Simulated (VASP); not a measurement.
An input for Quantum ESPRESSO's pw.x (written as the equivalent of a VASP run, and not itself run):

```
&CONTROL
  calculation = 'vc-relax'
  pseudo_dir = './pseudo'
  outdir = './out'
  tprnfor = .true.
  tstress = .true.
  nstep = 60
  forc_conv_thr = 0.00078
/
&SYSTEM
  ibrav = 0
  nat = 4
  ntyp = 2
  ecutwfc = 88
  occupations = 'smearing'
  smearing = 'methfessel-paxton'
  degauss = 0.00735
  input_dft = 'pbesol'
/
&ELECTRONS
  conv_thr = 7.3e-08
  electron_maxstep = 100
/
&IONS
/
&CELL
/
ATOMIC_SPECIES
  Na 22.990 Na.upf
  Tl 204.380 Tl.upf
CELL_PARAMETERS angstrom
     0.0000000    3.8851865    3.8851865
     3.8851865    0.0000000    3.8851865
     3.8851865    3.8851865   -0.0000000
ATOMIC_POSITIONS crystal
  Na   0.2500000  0.2500000  0.2500000
  Na   0.7500000  0.7500000  0.7500000
  Na   0.5000000  0.5000000  0.5000000
  Tl   0.0000000  0.0000000  0.0000000
K_POINTS automatic
  6 6 6 0 0 0
```

Problem. Translate this input to VASP (INCAR, KPOINTS, POSCAR, choice of POTCAR).

Solution. This is not unique; one that fits is 
INCAR:
```
ALGO = Normal
EDIFF = 1E-6
EDIFFG = -0.02
ENCUT = 400
GGA = PS
IBRION = 2
ISIF = 3
ISMEAR = 1
LASPH = .TRUE.
LCHARG = .FALSE.
LMAXMIX = 4
LREAL = .FALSE.
LWAVE = .FALSE.
NELM = 100
NSW = 60
PREC = Accurate
SIGMA = 0.1
SYSTEM = Na3Tl
```

File KPOINTS:
```
Regular mesh
0
gamma
 6 6 6
0 0 0
```

### POSCAR
```
Na3Tl
1.0
  0.0000000000   3.8851865434   3.8851865434
  3.8851865434   0.0000000000   3.8851865434
  3.8851865434   3.8851865434   0.0000000000
Na Tl
3 1
Cart
  1.9425932717   1.9425932717   1.9425932717
  5.8277798151   5.8277798151   5.8277798151
  3.8851865434   3.8851865434   3.8851865434
  0.0000000000   0.0000000000   0.0000000000
```

POTCAR, in this order: Na_pv Tl_d (PBE.64 set). Program: vasp_std.

What does not carry over: the potentials are each code's own (VASP's PAW set, PseudoDojo norm-conserving files in pw.x), so ENCUT and ecutwfc are chosen apart and not converted; conv_thr bounds pw.x's estimated SCF error, while EDIFF bounds the energy change between steps; forc_conv_thr acts on force components and is met together with etot_conv_thr.

The structure comes from a computed database's Na3Tl entry (Fm-3m); how it stands against other phases isn't given here. This run relaxes it. Symmetry was kept, so distortions that lower it aren't found. The start is the result of an earlier pass.
